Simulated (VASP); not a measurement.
Input:

```
CELL_PARAMETERS angstrom
      3.73459    -1.91188    -0.00253
      3.73459     1.91188    -0.00253
      2.75796     0.00000     3.16166
ATOMIC_POSITIONS crystal
  As 0.22702 0.22702 0.22702
  As 0.77298 0.77298 0.77298
```

Calculation: PW91 GGA, VASP's PBE PAW potentials (set 64) (plane waves; VASP). Settings: 520 eV cut-off, 13×13×13 Γ-centred mesh, tetrahedra with Blöchl corrections, potentials As.

Q: Predict the energy per atom (σ→0), band gap (on the k-mesh) with the smallest direct gap where there is one.

A: 
```yaml
band gap (on the k-mesh): none (metal, semimetal or under 0.01 eV)
energy per atom (σ→0): -4.690 eV/atom
```

Only differences to runs with the same potentials and settings are physical.

The compound is As in the a7 structure. It was relaxed first.
